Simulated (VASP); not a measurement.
Method: vdW-DF-cx, VASP's PBE PAW potentials (set 64) (plane waves; VASP).

Input for VASP

**INCAR**
```
AGGAC = 0.0
LREAL = .False.   ! projection in real space or not
NELM = 100
LASPH = .True.   ! aspherical one-centre terms
LWAVE = .False.
PREC = Accurate
SIGMA = 0.1
ALGO = Normal   ! blocked Davidson
EDIFF = 1E-7
SYSTEM = Ir
LCHARG = .False.
ISMEAR = 1
GGA = CX
ISIF = 2   ! forces and stress, cell fixed
ENCUT = 520   ! plane-wave cut-off (eV)
LMAXMIX = 6
LUSE_VDW = .True.
```

### POSCAR
```
Ir
3.8830490
  0.0000000000   0.4999999917   0.4999999917
  0.4999999917   0.0000000000   0.4999999917
  0.4999999917   0.4999999917   0.0000000000
Ir
1
Cart
  0.0000000000   0.0000000000   0.0000000000
```

KPOINTS:
```
Regular mesh
0
Gamma
 16 16 16
0 0 0
```

POTCAR, in this order: Ir (PBE.64 set). Program: vasp_std.

Output of the run:

OSZICAR:
```
       N       E                     dE             d eps       ncg     rms          rms(c)
DAV:   1     0.462137464011E+02    0.46214E+02   -0.44816E+03  2352   0.103E+03
DAV:   2    -0.678379013146E+01   -0.52998E+02   -0.50941E+02  2328   0.208E+02
DAV:   3    -0.743275104361E+01   -0.64896E+00   -0.64820E+00  3488   0.311E+01
DAV:   4    -0.743626042058E+01   -0.35094E-02   -0.35089E-02  2848   0.161E+00
DAV:   5    -0.743629058972E+01   -0.30169E-04   -0.30171E-04  3512   0.997E-02    0.142E+01
DAV:   6    -0.692476203556E+01    0.51153E+00   -0.11631E+00  2672   0.149E+01    0.556E+00
DAV:   7    -0.684246687872E+01    0.82295E-01   -0.29886E-01  3024   0.696E+00    0.156E+00
DAV:   8    -0.683694085014E+01    0.55260E-02   -0.18258E-03  2544   0.657E-01    0.568E-01
DAV:   9    -0.683592935551E+01    0.10115E-02   -0.80397E-04  3024   0.479E-01    0.137E-02
DAV:  10    -0.683593450956E+01   -0.51541E-05   -0.47124E-06  3168   0.241E-02    0.390E-03
DAV:  11    -0.683593485255E+01   -0.34298E-06   -0.18333E-07  3000   0.456E-03    0.752E-04
DAV:  12    -0.683593480574E+01    0.46808E-07   -0.59441E-09  1480   0.106E-03
   1 F= -.68359348E+01 E0= -.68358466E+01  d E =-.264611E-03
```

### OUTCAR
```
------------------------ aborting loop because EDIFF is reached ----------------------------------------
  FORCE on cell =-STRESS in cart. coord.  units (eV):
  Direction    XX          YY          ZZ          XY          YZ          ZX
  --------------------------------------------------------------------------------------
  Total       -0.9209485     -0.9209485     -0.9209485      0.0000000      0.0000000      0.0000000
  in kB     -100.8062204   -100.8062204   -100.8062204      0.0000000      0.0000000      0.0000000
  external PRESSURE =    -100.8062204 kB  Pullay stress =       0.0000000 kB
  volume of cell :       14.64
      direct lattice vectors                 reciprocal lattice vectors
     0.000000000  1.941524468  1.941524468    -0.257529590  0.257529590  0.257529590
     1.941524468  0.000000000  1.941524468     0.257529590 -0.257529590  0.257529590
     1.941524468  1.941524468  0.000000000     0.257529590  0.257529590 -0.257529590
 POSITION                                       TOTAL-FORCE (eV/Angst)
 -----------------------------------------------------------------------------------
      0.00000      0.00000      0.00000         0.000000      0.000000      0.000000
 -----------------------------------------------------------------------------------
    total drift:                                0.000000     -0.000000     -0.000000
  FREE ENERGIE OF THE ION-ELECTRON SYSTEM (eV)
  ---------------------------------------------------
  free  energy   TOTEN  =        -6.8359348057 eV

  energy  without entropy=       -6.8356701947  energy(sigma->0) =       -6.83584660
```
(Selected blocks of OUTCAR.)

The compound is Ir in the fcc structure. This cell is one point of a volume scan, at 1.03 of the reference volume.
